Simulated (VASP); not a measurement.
Consider the following.

```
CuI
1.0
    4.13017     0.00000     0.00000
   -2.06509     3.57684     0.00000
    0.00000     0.00000     7.40048
Cu I
2 2
Direct
  0.66667   0.33333   0.59246
  0.33333   0.66667   0.40754
  0.33333   0.66667   0.75664
  0.66667   0.33333   0.24336
```

Calculation: r2SCAN meta-GGA with spin-orbit coupling, VASP's PBE PAW potentials (set 64) (plane waves; VASP 6.6.1). Run with 400 eV cut-off, 6×6×3 Γ-centred mesh, Gaussian smearing of 0.050 eV, potentials Cu I.

**Question.** Give the energies of bands 27 to 40 at the high-symmetry points, in eV from the valence-band maximum.

**Answer.** 
```
band      Γ      M      K      A      L      H
----  -----  -----  -----  -----  -----  -----
27    -0.69  -1.57  -1.72  -1.07  -1.57  -1.73
28    -0.69  -1.57  -1.72  -1.07  -1.57  -1.73
29    -0.68  -1.50  -1.63  -0.64  -1.54  -1.64
30    -0.68  -1.50  -1.63  -0.64  -1.54  -1.64
31    -0.51  -1.40  -1.43  -0.49  -1.38  -1.28
32    -0.51  -1.40  -1.43  -0.49  -1.38  -1.28
33    -0.26  -1.39  -1.30  -0.43  -1.23  -1.19
34    -0.26  -1.39  -1.30  -0.43  -1.23  -1.19
35     0.00  -0.40  -0.70  -0.10  -0.53  -0.86
36     0.00  -0.40  -0.70  -0.10  -0.53  -0.86
37     1.91   3.27   3.07   3.21   2.73   3.37
38     1.91   3.27   3.07   3.21   2.73   3.37
39     3.19   3.29   4.38   3.23   3.02   3.45
40     3.19   3.29   4.38   3.23   3.02   3.45
```

The gap is direct, 1.91 eV, from the valence maximum at Γ to the conduction minimum at Γ.

The structure comes from a computed database's CuI entry (P-3m1); how it stands against other phases isn't given here. It was relaxed first.
